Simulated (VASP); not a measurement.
OSZICAR of a VASP run on NiI₂ (space group Fm-3m):

**OSZICAR**
```
       N       E                     dE             d eps       ncg     rms          rms(c)
DAV:   1     0.113136553973E+03    0.11314E+03   -0.75038E+03   680   0.848E+02
DAV:   2     0.333171222113E+01   -0.10980E+03   -0.10643E+03   769   0.210E+02
DAV:   3    -0.393752926061E+01   -0.72692E+01   -0.71678E+01   850   0.597E+01
DAV:   4    -0.408527706012E+01   -0.14775E+00   -0.14762E+00   936   0.868E+00
DAV:   5    -0.408657051732E+01   -0.12935E-02   -0.12934E-02   856   0.695E-01    0.149E+01
DAV:   6    -0.554817012245E+01   -0.14616E+01   -0.76602E+00   720   0.469E+01    0.158E+01
DAV:   7    -0.436533829787E+01    0.11828E+01   -0.39427E+00   701   0.436E+01    0.732E+00
DAV:   8    -0.451104050807E+01   -0.14570E+00   -0.16126E+00   848   0.171E+01    0.595E+00
DAV:   9    -0.437972094642E+01    0.13132E+00   -0.44416E-01   751   0.108E+01    0.178E+00
DAV:  10    -0.437813567450E+01    0.15853E-02   -0.49069E-02   920   0.277E+00    0.491E-01
DAV:  11    -0.437927539470E+01   -0.11397E-02   -0.44048E-03   747   0.582E-01    0.246E-01
DAV:  12    -0.437917667551E+01    0.98719E-04   -0.12561E-03   846   0.573E-01    0.836E-02
DAV:  13    -0.437923091772E+01   -0.54242E-04   -0.16220E-04   765   0.134E-01    0.417E-02
DAV:  14    -0.437924951863E+01   -0.18601E-04   -0.25035E-05   772   0.405E-02    0.178E-02
DAV:  15    -0.437925413889E+01   -0.46203E-05   -0.12793E-05   753   0.272E-02    0.154E-02
DAV:  16    -0.437925423494E+01   -0.96058E-07   -0.17229E-06   627   0.233E-02
   1 F= -.43792542E+01 E0= -.42814542E+01  d E =-.195600E+00  mag=     1.2299
```

Task: Which electronic solver shows in the log?

Result: It is blocked Davidson (ALGO = Normal, or the opening steps of other solvers). The INCAR had ALGO = Normal.

Task: How was spin treated?

Result: Collinear spin (ISPIN = 2): the summary line carries one mag value, 1.23 μB in the cell.

Task: Can the final energy be trusted as converged?

Result: Self-consistency was reached. It stopped with EDIFF = 1E-6, NELM = 100 (PBE GGA + U (Dudarev), plane waves, VASP's PBE PAW potentials (set 64)).

The structure was generated: NiI2 was put into an ordered model structure, which need not be its known phase. The cell was not relaxed at this level. The k-mesh is coarse (spacing up to 0.33 per Å, 2π included), so the numbers may not be converged in it. The run is one of a series of settings (LDAU = .TRUE., LDAUJ = 0 0, LDAUL = 2 -1, LDAUTYPE = 2, LDAUU = 4.0 0 against the base run), some of them coarse on purpose.
